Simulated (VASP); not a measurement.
# HRh12O in VASP: further runs, part 2 of 2

VASP 6.6.1.

## (4) Single point, PBEsol

File INCAR:

```
SYSTEM = HRh12O
ALGO = Fast
EDIFF = 1E-6
ENCUT = 520
GGA = PS
ISIF = 2
ISMEAR = -1
LASPH = .True.
LCHARG = .False.
LREAL = .False.
LWAVE = .False.
NBANDS = 106
NELM = 100
PREC = Accurate
SIGMA = 0.05
```

File KPOINTS:

```
k-points
0
Gamma
  2 2 1
  0 0 0
```

File POSCAR:

```
HRh12O
1.0
    5.3740120000      0.0000000000      0.0000000000
    2.6870060000      4.6540310000      0.0000000000
    0.0000000000      0.0000000000     17.3878620000
Rh O H
12 1 1
Direct
    0.1666630824      0.1666727188      0.0575113835
    0.6666619659      0.1666727188      0.0575113835
    0.1666641894      0.6666693883      0.0575113835
    0.6666630729      0.6666693883      0.0575113835
   -0.1572189363      0.3290266008      0.1723328607
    0.3303848642      0.3289191671      0.1725686574
   -0.1658942875      0.8331272396      0.1755995073
    0.3311560766      0.8404757080      0.1723098562
    0.0008318125     -0.0004727085      0.2958155523
    0.4993163489     -0.0006446025      0.2966149605
    0.0005162243      0.4985570573      0.2963561593
    0.4994356330      0.4991157128      0.2849976610
    0.4758237358      0.5272848419      0.4670614478
    0.6016526009      0.4430997559      0.5118225576
```

Potentials or basis: VASP PAW PBE potentials, release 64 (Rh_pv, O, H).

Command:

```bash
cat potpaw_PBE.64/Rh_pv/POTCAR potpaw_PBE.64/O/POTCAR potpaw_PBE.64/H/POTCAR > POTCAR
mpirun -np 1 vasp_std > vasp.out
```

OUTCAR:

```text
SYSTEM = HRh12O
   EDIFF = 1E-6
   ENCUT = 520
   GGA = PS
   ISIF = 2
   ISMEAR = -1
   LASPH = .True.
   LREAL = .False.
   NELM = 100
   PREC = Accurate

 ion  position               nearest neighbor table
   1  0.167  0.167  0.058-   5 2.50   8 2.51   6 2.51   3 2.69   4 2.69   2 2.69   2 2.69   4 2.69
                             3 2.69
   2  0.667  0.167  0.058-   6 2.54   5 2.54   7 2.57   3 2.69   4 2.69   1 2.69   1 2.69   4 2.69
                             3 2.69
   3  0.167  0.667  0.058-   8 2.54   6 2.54   7 2.57   2 2.69   1 2.69   4 2.69   4 2.69   1 2.69
                             2 2.69
   4  0.667  0.667  0.058-   8 2.53   5 2.54   7 2.58   2 2.69   1 2.69   3 2.69   3 2.69   1 2.69
                             2 2.69
   5  0.843  0.329  0.172-   1 2.50  12 2.53   4 2.54   2 2.54   6 2.62   8 2.63   9 2.64  11 2.64
                             7 2.69   7 2.69   8 2.75   6 2.75
   6  0.330  0.329  0.173-   1 2.51  12 2.51   2 2.54   3 2.54   5 2.62   8 2.62  11 2.64  10 2.65
[... 646 lines left out ...]

  FORCE on cell =-STRESS in cart. coord.  units (eV):
  Direction    XX          YY          ZZ          XY          YZ          ZX
  --------------------------------------------------------------------------------------
  -------------------------------------------------------------------------------------
  Total      -12.3549766    -12.4274779     11.9100370     -0.0778358      0.0215890      0.1548353
  in kB      -45.5175020    -45.7846075     43.8782808     -0.2867582      0.0795370      0.5704353
  external PRESSURE =     -15.8079429 kB  Pullay stress =       0.0000000 kB

 VOLUME and BASIS-vectors are now :
 -----------------------------------------------------------------------------
  energy-cutoff  :      520.00
  volume of cell :      434.88
      direct lattice vectors                 reciprocal lattice vectors
     5.374012000  0.000000000  0.000000000     0.186080716 -0.107433749  0.000000000
     2.687006000  4.654031000  0.000000000     0.000000000  0.214867499  0.000000000
     0.000000000  0.000000000 17.387862000     0.000000000  0.000000000  0.057511384

 POSITION                                       TOTAL-FORCE (eV/Angst)
 -----------------------------------------------------------------------------------
      1.34350      0.77570      1.00000         0.067200     -0.016980     -1.979323
      4.03050      0.77570      1.00000        -0.017166     -0.045079     -1.449103
      2.68700      3.10270      1.00000        -0.011227     -0.013517     -1.451918
      5.37400      3.10270      1.00000         0.064119      0.032161     -1.480910
      5.41321      1.53130      2.99650        -0.682523      0.341204      1.283204
      2.65930      1.53080      3.00060         0.558329      0.352636      1.254626
      6.72111      3.87740      3.05330         0.006170     -0.017343      0.670867
      4.03800      3.91160      2.99610        -0.099872     -0.650171      1.331194
      2.69021      4.65183      5.14360        -0.006454      0.003828     -0.124678
      5.36861      4.65103      5.15750         0.018340      0.001227     -0.287870
      1.34240      2.32030      5.15300         0.000853     -0.000089     -0.253137
      4.02510      2.32290      4.95550         0.132657     -0.020170      3.721346
      3.97390      2.45400      8.12120        -0.317170      0.291002     -0.987288
      4.42390      2.06220      8.89950         0.286745     -0.258710     -0.247011
 -----------------------------------------------------------------------------------
    total drift:                               -0.000409      0.000343      0.002551

  FREE ENERGIE OF THE ION-ELECTRON SYSTEM (eV)
  ---------------------------------------------------
  free  energy   TOTEN  =      -100.3012321207 eV

  energy  without entropy=     -100.2179260409  energy(sigma->0) =     -100.25957908
```

OSZICAR:

```text
N       E                     dE             d eps       ncg     rms          rms(c)
DAV:   1     0.205929998846E+04    0.20593E+04   -0.11826E+05  1064   0.172E+03
DAV:   2    -0.201209526795E+02   -0.20794E+04   -0.20300E+04   912   0.509E+02
DAV:   3    -0.107257381494E+03   -0.87136E+02   -0.82019E+02  1132   0.977E+01
DAV:   4    -0.110650744807E+03   -0.33934E+01   -0.32678E+01   992   0.157E+01
[... 28 lines left out ...]
RMM:  33    -0.100301212463E+03    0.48214E-05   -0.32895E-06   566   0.299E-03    0.641E-03
RMM:  34    -0.100301223319E+03   -0.10857E-04   -0.16885E-06   495   0.362E-03    0.441E-03
RMM:  35    -0.100301227431E+03   -0.41120E-05   -0.56562E-07   356   0.169E-03    0.165E-03
RMM:  36    -0.100301231365E+03   -0.39341E-05   -0.41284E-07   250   0.101E-03    0.464E-03
RMM:  37    -0.100301232121E+03   -0.75533E-06   -0.16869E-07   254   0.953E-04
   1 F= -.10030123E+03 E0= -.10025958E+03  d E =-.833061E-01
```

It took 5.5 min on 1 thread of Intel Xeon 6975P-C (Granite Rapids), shared host; peak memory 0.57 GiB.

What came out:

| Property | Result |
| --- | --- |
| Free energy | -100.3012 eV |
| Largest force | 3.724 eV/Å |
| Band gap on the k mesh | none (metal or under the smearing width) |

Forces on the atoms (eV/Å):
```
Rh   0.067 -0.017 -1.979
Rh  -0.017 -0.045 -1.449
Rh  -0.011 -0.014 -1.452
Rh   0.064  0.032 -1.481
Rh  -0.683  0.341  1.283
Rh   0.558  0.353  1.255
Rh   0.006 -0.017  0.671
Rh  -0.100 -0.650  1.331
Rh  -0.006  0.004 -0.125
Rh   0.018  0.001 -0.288
Rh   0.001  0.000 -0.253
Rh   0.133 -0.020  3.721
O   -0.317  0.291 -0.987
H    0.287 -0.259 -0.247
```

Levels at points of the mesh, in eV from the Fermi level:
```
           k point  band 94  band 95  band 96  band 97  band 98  band 99
(0.00, 0.00, 0.00)     0.48     0.48     0.51     0.51     0.95     0.96
(0.50, 0.00, 0.00)    -0.35    -0.28    -0.16     0.05     0.21     0.37
(0.50, 0.50, 0.00)    -0.35    -0.27    -0.25     0.10     0.23     0.36
(0.00, 0.50, 0.00)    -0.35    -0.28    -0.22     0.07     0.23     0.36
```

Caveat: the k mesh is coarse (spacing up to 0.68 Å⁻¹), so the values aren't converged; the PAW data sets were made with another functional, which shifts forces and pressure a little; an odd number of electrons without spin polarisation forces a metal; a magnetic or distorted state may lie lower.
